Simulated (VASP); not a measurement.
All values below come from rev-vdW-DF2, VASP's PBE PAW potentials (set 64) (plane waves; VASP 6.6.1).

The input files of a VASP run:

**INCAR**
```
# general
SYSTEM    =  ZnS
PREC      =  Accurate
ENCUT     =  520
LREAL     =  F
LASPH     =  T

# electronic loop
EDIFF     =  1E-7   # SCF stop (eV)
NELM      =  100   # most electronic steps
ALGO      =  Normal   # blocked Davidson
LMAXMIX   =  4   # l cut-off of mixed one-centre charges

# smearing
ISMEAR    =  0   # Gaussian
SIGMA     =  0.05   # width (eV)

# functional
GGA       =  MK
LUSE_VDW  =  T
AGGAC     =  0.0
PARAM1    =  0.1234568
PARAM2    =  0.7114
ZAB_VDW   =  -1.8867

# ions
ISIF      =  2   # forces and stress, cell fixed

# output
LWAVE     =  F
LCHARG    =  F
```

File POSCAR:
```
ZnS
1.0
  0.0000000000   2.7317839201   2.7317839201
  2.7317839201   0.0000000000   2.7317839201
  2.7317839201   2.7317839201   0.0000000000
Zn S
1 1
Cart
  0.0000000000   0.0000000000   0.0000000000
  1.3658919600   1.3658919600   1.3658919600
```

### KPOINTS
```
Automatic
0
G
8 8 8
```

POTCAR, in this order: Zn S (PBE.64 set). Program: vasp_std.

Estimate the energy per atom (σ→0), pressure, band gap (on the k-mesh).

```json
{
  "energy per atom (σ→0)": "-1.419 eV/atom",
  "band gap (on the k-mesh)": "1.86 eV",
  "pressure": "-1.97 GPa"
}
```

**OSZICAR**
```
...
DAV:   7    -0.283996919680E+01    0.13123E-01   -0.29520E-01   779   0.538E+00    0.262E+00
DAV:   8    -0.283862826964E+01    0.13409E-02   -0.45114E-03   869   0.666E-01    0.754E-01
DAV:   9    -0.283859614623E+01    0.32123E-04   -0.76991E-04   824   0.295E-01    0.106E-01
DAV:  10    -0.283864796774E+01   -0.51822E-04   -0.78531E-05   876   0.115E-01    0.419E-02
DAV:  11    -0.283865580952E+01   -0.78418E-05   -0.19662E-05   799   0.678E-02    0.441E-03
DAV:  12    -0.283865598690E+01   -0.17738E-06   -0.66506E-07   924   0.106E-02    0.354E-03
DAV:  13    -0.283865594385E+01    0.43053E-07   -0.10693E-07   577   0.659E-03
   1 F= -.28386559E+01 E0= -.28386559E+01  d E =-.145018E-10
```

The compound is ZnS in the zinc blende structure. This cell is one point of a volume scan, at 1.03 of the reference volume.
